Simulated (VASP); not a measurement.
Given:

```
Re
1.0
    0.00000     1.93966     1.93966
    1.93966     0.00000     1.93966
    1.93966     1.93966     0.00000
Re
1
Direct
  0.00000   0.00000   0.00000
```

Level of theory: PBEsol GGA, VASP's PBE PAW potentials (set 64) (plane waves; VASP). Run with 400 eV cut-off, Gaussian smearing of 0.050 eV, potentials Re.

Question: Give the energies of bands 1 to 6 at the high-symmetry points, in eV from the Fermi level.

Answer: 
```json
[
 {"band": "1", "Γ": "-10.23", "X": "-6.94", "U": "-5.78", "L": "-6.97", "W": "-5.08"},
 {"band": "2", "Γ": "-1.96", "X": "-6.05", "U": "-4.61", "L": "-2.18", "W": "-3.27"},
 {"band": "3", "Γ": "-1.96", "X": "2.83", "U": "-1.12", "L": "-2.18", "W": "-3.27"},
 {"band": "4", "Γ": "-1.96", "X": "3.81", "U": "1.45", "L": "0.22", "W": "0.18"},
 {"band": "5", "Γ": "1.27", "X": "4.63", "U": "3.50", "L": "3.87", "W": "4.64"},
 {"band": "6", "Γ": "1.27", "X": "4.63", "U": "7.75", "L": "3.87", "W": "10.28"}
]
```

It has no gap at this level: it comes out as a metal or semimetal.

The structure was generated: Re was put into the fcc type (Fm-3m), which need not be its known phase. It was relaxed first.
